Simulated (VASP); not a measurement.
Input:

```yaml
crystal:
  lattice:
    - [-1.66466, 1.66466, 1.66466]
    - [1.66466, -1.66466, 1.66466]
    - [1.66466, 1.66466, -1.66466]
  atoms:
    - { symbol: Nb, position: [0.00000, 0.00000, 0.00000] }
```

Level of theory: RPBE GGA, VASP's PBE PAW potentials (set 64) (plane waves; VASP). Numerical set-up: 520 eV cut-off, 17×17×17 Γ-centred mesh, tetrahedra with Blöchl corrections, potentials Nb_sv.

Question: Estimate the energy per atom (σ→0), band gap (on the k-mesh) with the smallest direct gap where there is one.

Answer: 
The band gap (on the k-mesh) comes out as none (metal, semimetal or under 0.01 eV) and the energy per atom (σ→0) is -9.700 eV/atom.

Only differences to runs with the same potentials and settings are physical.

The compound is Nb in the bcc structure. It was relaxed first.
